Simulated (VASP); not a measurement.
Consider the following.

```xyz
2
Lattice="0.0000 2.4926 2.4926 2.4926 0.0000 2.4926 2.4926 2.4926 0.0000" Properties=species:S:1:pos:R:3 pbc="T T T"
Sr     0.0000     0.0000     0.0000
O      2.4926     2.4926     2.4926
```

Calculation: PBEsol GGA, VASP's PBE PAW potentials (set 64) (plane waves; VASP). Settings: 620 eV cut-off, 9×9×9 Γ-centred mesh, Gaussian smearing of 0.050 eV, potentials Sr_sv O.

Question: Estimate the energy per atom (σ→0), pressure.

Answer: 
```
Quantity                       Result
---------------------  --------------
energy per atom (σ→0)  -6278 meV/atom
pressure                    10.00 GPa
```

Only differences to runs with the same potentials and settings are physical.

The compound is SrO in the rock salt structure. It was relaxed first under an external pressure of 10 GPa.
